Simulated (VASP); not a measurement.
All values below come from PBEsol GGA, VASP's PBE PAW potentials (set 64) (plane waves; VASP).

Input for VASP

**INCAR**
```
SYSTEM = Hg3ZnTe4
PREC = Accurate
ENCUT = 400
EDIFF = 1E-6
NELM = 100
ALGO = Normal
LREAL = .FALSE.
LASPH = .TRUE.
ISMEAR = 1
SIGMA = 0.1
GGA = PS
LMAXMIX = 6
LWAVE = .FALSE.
LCHARG = .FALSE.
IBRION = 2
ISIF = 3
NSW = 60
EDIFFG = -0.02
```

POSCAR:
```
Hg3ZnTe4
1
    6.4005178493     0.0000000000    -0.0000000000
    0.0000000000     6.4005178493     0.0000000000
   -0.0000000000    -0.0000000000     6.4005178493
Zn Te Hg
1 4 3
Direct
  0.0000000000   0.0000000000   0.0000000000
  0.2386108059   0.2386108059   0.2386108059
  0.7613891941   0.7613891941   0.2386108059
  0.7613891941   0.2386108059   0.7613891941
  0.2386108059   0.7613891941   0.7613891941
  0.5000000000   0.5000000000   0.0000000000
  0.5000000000   0.0000000000   0.5000000000
  0.0000000000   0.5000000000   0.5000000000
```

KPOINTS:
```
Automatic mesh
0
G
  5 5 5
```

POTCAR, in this order: Zn Te Hg (PBE.64 set). Program: vasp_std.

The resulting files:

**OSZICAR**
```
       N       E                     dE             d eps       ncg     rms          rms(c)
DAV:   1     0.453256976162E+03    0.45326E+03   -0.27045E+04   860   0.125E+03
DAV:   2     0.157474362644E+02   -0.43751E+03   -0.42529E+03   921   0.318E+02
DAV:   3    -0.191622725907E+02   -0.34910E+02   -0.34645E+02  1025   0.952E+01
DAV:   4    -0.198948687299E+02   -0.73260E+00   -0.73100E+00   997   0.137E+01
DAV:   5    -0.199083389574E+02   -0.13470E-01   -0.13465E-01  1007   0.178E+00    0.139E+01
DAV:   6    -0.190048536134E+02    0.90349E+00   -0.26810E+00  1059   0.209E+01    0.106E+01
DAV:   7    -0.189957849287E+02    0.90687E-02   -0.11011E+00  1065   0.782E+00    0.434E+00
DAV:   8    -0.189805981313E+02    0.15187E-01   -0.11516E-01  1116   0.570E+00    0.122E+00
DAV:   9    -0.189815149844E+02   -0.91685E-03   -0.16205E-02   943   0.129E+00    0.553E-01
DAV:  10    -0.189816484873E+02   -0.13350E-03   -0.19466E-03   982   0.425E-01    0.131E-01
DAV:  11    -0.189815989662E+02    0.49521E-04   -0.35584E-04  1060   0.222E-01    0.294E-02
DAV:  12    -0.189816205710E+02   -0.21605E-04   -0.15667E-04   934   0.799E-02    0.477E-02
DAV:  13    -0.189816155458E+02    0.50252E-05   -0.30788E-05   951   0.703E-02    0.249E-02
DAV:  14    -0.189816160059E+02   -0.46011E-06   -0.28041E-05  1125   0.755E-02    0.291E-02
DAV:  15    -0.189816152342E+02    0.77165E-06   -0.62200E-06   851   0.493E-02
   1 F= -.18981615E+02 E0= -.18981800E+02  d E =-.189816E+02
       N       E                     dE             d eps       ncg     rms          rms(c)
DAV:   1    -0.189818169541E+02   -0.20095E-03   -0.63265E-03   898   0.296E-01    0.383E-02
DAV:   2    -0.189818464138E+02   -0.29460E-04   -0.35415E-04   951   0.825E-02    0.181E-02
DAV:   3    -0.189818454791E+02    0.93479E-06   -0.60553E-06   828   0.146E-02
   2 F= -.18981845E+02 E0= -.18982030E+02  d E =-.230245E-03
       N       E                     dE             d eps       ncg     rms          rms(c)
DAV:   1    -0.189819156445E+02   -0.69231E-04   -0.16718E-02   895   0.464E-01    0.640E-02
DAV:   2    -0.189819907325E+02   -0.75088E-04   -0.92174E-04   951   0.127E-01    0.322E-02
DAV:   3    -0.189819884168E+02    0.23157E-05   -0.16277E-05   900   0.227E-02    0.197E-02
DAV:   4    -0.189819878363E+02    0.58052E-06   -0.32696E-06   721   0.191E-02
   3 F= -.18981988E+02 E0= -.18982172E+02  d E =-.372602E-03
```

### OUTCAR
```
------------------------ aborting loop because EDIFF is reached ----------------------------------------
  FORCE on cell =-STRESS in cart. coord.  units (eV):
  Direction    XX          YY          ZZ          XY          YZ          ZX
  --------------------------------------------------------------------------------------
  Total        0.0029929      0.0029929      0.0029929      0.0000000     -0.0000000      0.0000000
  in kB        0.0182898      0.0182898      0.0182898      0.0000000     -0.0000000      0.0000000
  external PRESSURE =       0.0182898 kB  Pullay stress =       0.0000000 kB
  volume of cell :      262.17
      direct lattice vectors                 reciprocal lattice vectors
     6.400238296 -0.000000000  0.000000000     0.156244182 -0.000000000  0.000000000
     0.000000000  6.400238296 -0.000000000     0.000000000  0.156244182  0.000000000
    -0.000000000 -0.000000000  6.400238296    -0.000000000  0.000000000  0.156244182
 POSITION                                       TOTAL-FORCE (eV/Angst)
 -----------------------------------------------------------------------------------
      0.00000      0.00000      0.00000        -0.000000      0.000000     -0.000000
      1.52998      1.52998      1.52998        -0.000047     -0.000047     -0.000047
      4.87026      4.87026      1.52998         0.000047      0.000047     -0.000047
      4.87026      1.52998      4.87026         0.000047     -0.000047      0.000047
      1.52998      4.87026      4.87026        -0.000047      0.000047      0.000047
      3.20012      3.20012      0.00000         0.000000      0.000000     -0.000000
      3.20012     -0.00000      3.20012         0.000000     -0.000000     -0.000000
      0.00000      3.20012      3.20012        -0.000000     -0.000000     -0.000000
 -----------------------------------------------------------------------------------
    total drift:                                0.000000      0.000000     -0.000000
  FREE ENERGIE OF THE ION-ELECTRON SYSTEM (eV)
  ---------------------------------------------------
  free  energy   TOTEN  =       -18.9819878363 eV

  energy  without entropy=      -18.9825399219  energy(sigma->0) =      -18.98217186

 reached required accuracy - stopping structural energy minimisation
```
(Selected blocks of OUTCAR.)

CONTCAR:
```
Hg3ZnTe4
   1.00000000000000
     6.4002382956045318   -0.0000000000000000    0.0000000000000000
     0.0000000000000000    6.4002382956045318   -0.0000000000000000
    -0.0000000000000000   -0.0000000000000000    6.4002382956045318
  Zn              Te              Hg
     1     4     3
Direct
     0.0000000000000000    0.0000000000000000    0.0000000000000000
     0.2390505817563054    0.2390505817563054    0.2390505817563054
     0.7609494182436946    0.7609494182436946    0.2390505817563054
     0.7609494182436946    0.2390505817563054    0.7609494182436946
     0.2390505817563054    0.7609494182436946    0.7609494182436946
     0.5000000000000000    0.5000000000000000    0.0000000000000000
     0.5000000000000000    0.0000000000000000    0.5000000000000000
     0.0000000000000000    0.5000000000000000    0.5000000000000000
```

The structure was generated: Hg3ZnTe4 was put into an ordered model structure (P-43m), which need not be its known phase. This run relaxes it. Symmetry was kept, so distortions that lower it aren't found. The start is the result of an earlier pass.
